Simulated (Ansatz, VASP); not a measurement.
## Two plane-wave programs on P4C

The input INCAR:

```
SYSTEM = P4C
PREC = Accurate ; ENCUT = 520
EDIFF = 1E-6 ; ISMEAR = 0
SIGMA = 0.1 ; LREAL = .False.
LASPH = .True. ; NELM = 150
ALGO = Normal ; ISIF = 2
LWAVE = .False. ; LCHARG = .False.
ISPIN = 2 ; MAGMOM = 0 0 0 0 1
LORBIT = 11 ; GGA = PE
NBANDS = 24
```

Contents of KPOINTS:

```
Automatic mesh
0
Gamma
  4 4 4
  0 0 0
```

The input POSCAR:

```
P4C
1.0
   -2.8612996800      2.8612996800      2.8612996800
    2.8612996800     -2.8612996800      2.8612996800
    2.8612996800      2.8612996800     -2.8612996800
P C
4 1
Direct
    0.0000000000      0.0000000000      0.5000000000
    0.5000000000      0.0000000000      0.0000000000
    0.0000000000      0.5000000000      0.0000000000
    0.5000000000      0.5000000000      0.5000000000
    0.0000000000      0.0000000000      0.0000000000
```

Input for Ansatz:

```yaml
crystal:
  lattice:
    - [-2.86129968, 2.86129968, 2.86129968]
    - [2.86129968, -2.86129968, 2.86129968]
    - [2.86129968, 2.86129968, -2.86129968]
  atoms:
    - { symbol: P, position: [0.0, 0.0, 0.5] }
    - { symbol: P, position: [0.5, 0.0, 0.0] }
    - { symbol: P, position: [0.0, 0.5, 0.0] }
    - { symbol: P, position: [0.5, 0.5, 0.5] }
    - { symbol: C, position: [0.0, 0.0, 0.0], spin: 1.0 }
basis:
  ecutwfc: 420
kpoints:
  mp_grid: { grid: [4, 4, 4] }
hamiltonian:
  xc: pbe
scf:
  occupations: { method: gaussian, width: 0.1 }
  lower_state_search: "off"
output:
  forces: true
  stress: true
  eigenvalues: true
  populations: true
magnetization:
  spin_polarized: true
```

Change from the starting cell: species swapped into the Hg4Pt type (Im-3m, No. 229).

Alike in both runs: task single point; functional PBE; k mesh 4 × 4 × 4; occupations gaussian, width 0.1 eV; collinear spin.

|  | VASP | Ansatz |
| --- | --- | --- |
| version | VASP 6.6.1 | Ansatz 0.2.0 |
| potentials or method | VASP PAW PBE potentials, release 64 (P, C) | scalar-relativistic, plane waves, PAW |
| plane-wave cutoff (eV) | 520 | 420 |
| valence electrons in the cell | 24 | 24 |

VASP gave:

```
gap on the k mesh at the Fermi level (eV)                     : none
pressure (GPa)                                                : -16.6
net moment per atom (μB)                                      : 0.08
size of the moment on the site where the two differ most (μB) : 0.18
```

Question: What did Ansatz give for the same quantities?

Answer: gap on the k mesh at the Fermi level (eV): none; pressure (GPa): -16.5; net moment per atom (μB): 0.08; size of the moment on the site where the two differ most (μB): 0.27.

Site moments also hang on the region over which each program counts them. A gap of «none» marks a metal or a gap that the smearing closes.

Caveats: the k mesh is coarse (spacing up to 0.39 Å⁻¹), so the values aren't converged; so large a pressure means that the cell lies far from this level's equilibrium, or that cutoff or potentials fall short (VASP).
